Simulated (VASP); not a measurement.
# Al: input slips in a relaxation and what they do, part 2 of 2

Some relaxations of Al get a fault in the input on purpose. Which of them show, and how? The starting structure is a measured crystal structure from the Crystallography Open Database. The first relaxation on each setting starts from this cell expanded by 3 % in volume.

VASP 6.6.1.

Results so far: reference 16.19 Å³ an atom; the cell held fixed (ISIF = 2) 17.10 Å³ an atom; a leftover external pressure of 100 kbar 14.68 Å³ an atom.

## (5) Relaxation with low precision and a small cutoff (continued)

Level of this step: PBEsol; plane waves and PAW (Al) (VASP).

From OUTCAR (step 5):

```text
  Total        0.0006239      0.0006239      0.0006239      0.0000000     -0.0000000     -0.0000000
  in kB        0.0615431      0.0615431      0.0615431      0.0000000     -0.0000000     -0.0000000
  external PRESSURE =       0.0615431 kB  Pullay stress =       0.0000000 kB

 POSITION                                       TOTAL-FORCE (eV/Angst)
 -----------------------------------------------------------------------------------
      0.00000      0.00000      0.00000         0.000000      0.000000      0.000000
 -----------------------------------------------------------------------------------
    total drift:                                0.000000     -0.000000     -0.000000

  FREE ENERGIE OF THE ION-ELECTRON SYSTEM (eV)
  ---------------------------------------------------
  free  energy   TOTEN  =        -4.0725510566 eV

  energy  without entropy=       -4.0714451203  energy(sigma->0) =       -4.07218241

[... 2 parts as in an earlier step ...]

[... 2 further parts left out ...]
[key lines of the parts left out:]
E-fermi :   8.1238
```

With low precision and a small cutoff the cell ends at 16.241 Å³ an atom, +0.30 % from the reference.

## (6) Relaxation with too few electronic steps

A slip made on purpose: too few electronic steps. Against step 2 the input has NELM = 4 (also changed: NSW).

Contents of INCAR:

```
SYSTEM = Al
PREC = Accurate
ENCUT = 450
EDIFF = 1E-06
NELM = 4
ISMEAR = 1
SIGMA = 0.15
LREAL = .FALSE.
ALGO = Normal
GGA = PS
NBANDS = 7
LORBIT = 11
LWAVE = .FALSE.
LCHARG = .FALSE.
KPAR = 8
IBRION = 2
NSW = 30
ISIF = 3
EDIFFG = -0.006
```

Contents of POSCAR:

```
Al
1.0
    0.0000000000      2.0449750663      2.0449750663
    2.0449750663      0.0000000000      2.0449750663
    2.0449750663      2.0449750663      0.0000000000
Al
1
Direct
    0.0000000000      0.0000000000      0.0000000000
```

Contents of KPOINTS:

```
Automatic mesh
0
Gamma
18 18 18
0 0 0
```

The projector-augmented-wave data sets are Al (PBE family, release 64).

Command:

```sh
$ mpirun -np 8 vasp_std
```

The program printed:

```text
[... set-up lines as in an earlier step ...]
 entering main loop
       N       E                     dE             d eps       ncg     rms          rms(c)
[... 4 cycles as in an earlier step ...]
 -----------------------------------------------------------------------------
|                                                                             |
|           W    W    AA    RRRRR   N    N  II  N    N   GGGG   !!!           |
|           W    W   A  A   R    R  NN   N  II  NN   N  G    G  !!!           |
|           W    W  A    A  R    R  N N  N  II  N N  N  G       !!!           |
|           W WW W  AAAAAA  RRRRR   N  N N  II  N  N N  G  GGG   !            |
|           WW  WW  A    A  R   R   N   NN  II  N   NN  G    G                |
|           W    W  A    A  R    R  N    N  II  N    N   GGGG   !!!           |
|                                                                             |
|     The electronic self-consistency was not achieved in the given           |
|     number of steps (NELM). The forces and other quantities evaluated       |
|     might not be reliable so examine the results carefully. If you find     |
|     spurious results, we suggest increasing NELM, if you were close to      |
|     convergence or switching to a different ALGO or adjusting the           |
|     density mixing parameters otherwise.                                    |
|                                                                             |
 -----------------------------------------------------------------------------

   1 F= -.41057693E+01 E0= -.41055724E+01  d E =-.410577E+01
[...]
|     The electronic self-consistency was not achieved in the given           |
[... from here on, the cycles between the ionic steps are left out ...]
   2 F= -.40745297E+01 E0= -.40741984E+01  d E =0.312396E-01
[...]
|     The electronic self-consistency was not achieved in the given           |
   3 F= -.40888937E+01 E0= -.40885066E+01  d E =0.168756E-01
   4 F= -.40894963E+01 E0= -.40891166E+01  d E =0.162730E-01
   5 F= -.40895807E+01 E0= -.40892079E+01  d E =0.161885E-01
[...]
reached required accuracy - stopping structural energy minimisation
```

The job ended after 12 s (8 MPI ranks of AMD EPYC 7R43, shared host; peak memory 0.82 GiB; 87 s of CPU time).

OUTCAR, selected parts (step 6):

```text
  Total        0.0025427      0.0025427      0.0025427      0.0000000      0.0000000      0.0000000
  in kB        0.2516538      0.2516538      0.2516538      0.0000000      0.0000000      0.0000000
  external PRESSURE =       0.2516538 kB  Pullay stress =       0.0000000 kB

 POSITION                                       TOTAL-FORCE (eV/Angst)
 -----------------------------------------------------------------------------------
      0.00000      0.00000      0.00000        -0.000000      0.000000      0.000000
 -----------------------------------------------------------------------------------
    total drift:                               -0.000000      0.000000     -0.000000

  FREE ENERGIE OF THE ION-ELECTRON SYSTEM (eV)
  ---------------------------------------------------
  free  energy   TOTEN  =        -4.0895807286 eV

  energy  without entropy=       -4.0884621327  energy(sigma->0) =       -4.08920786

[... 2 parts as in an earlier step ...]

[... 2 further parts left out ...]
[key lines of the parts left out:]
E-fermi :   8.1408
```

With too few electronic steps the cell ends at 16.188 Å³ an atom, -0.02 % from the reference.

## (7) All runs side by side

```
                                     run  volume (Å³/atom)  change (%)  bulk modulus (GPa)  pressure left (GPa)  core minutes
                               reference            16.192           -                80.8                  0.0          2.11
          the cell held fixed (ISIF = 2)            17.104        5.63                   -                -3.94         0.747
a leftover external pressure of 100 kbar            14.679       -9.35                   -                 9.95          1.41
        low precision and a small cutoff            16.241         0.3                   -                 0.01           0.4
                too few electronic steps            16.188       -0.02                   -                 0.03          1.57
```

Core minutes are wall time times ranks, summed over the relaxations behind a row (those for a bulk modulus apart), on shared hosts.

## (8) Summary of results

* volume of the reference: 16.19 Å³/atom
* volume against the reference, the cell held fixed (ISIF = 2): +5.63 %
* volume against the reference, a leftover external pressure of 100 kbar: -9.35 %
* volume against the reference, low precision and a small cutoff: +0.30 %
* volume against the reference, too few electronic steps: -0.02 %

**Reading.** Finished, but with signs in the output that stand out against the reference: the cell held fixed (ISIF = 2), with the volume kept at the input's, +5.6 % from the reference (signs: a stress of up to 3.9 GPa); a leftover external pressure of 100 kbar, with the volume changed by -9.3 % (signs: the Pulay stress that OUTCAR prints, which here is the typed pressure); too few electronic steps, with the volume changed by less than 0.1 % (signs: warnings that the electronic loop ran out of cycles and -7.2 GPa at the first ionic step (of the first relaxations, not shown; reference: -3.9 GPa)). Finished, and of the signs looked for here (warnings, stress, forces, entropy, moments, translations away from zero, imaginary modes) none stands out against the reference by the marks set here, though the cell is off: low precision and a small cutoff, with the volume changed by +0.3 %. The reference was restarted once and the runs with a slip weren't, so their cells may not have settled fully. Further runs on this material are not shown.

[Lines on the potential files, build, host, timing and source positions are cut from VASP's logs without a mark.]

[Logs are printed without paths, hosts, clocks, repeated set-up lines and the standing remarks that a program may print on its own settings, such as how far it seeks lower states.]

[Hosts, paths, dates, database ids (printed as entryN), source tags and the programs' standing remarks are cut or masked in the printed files.]
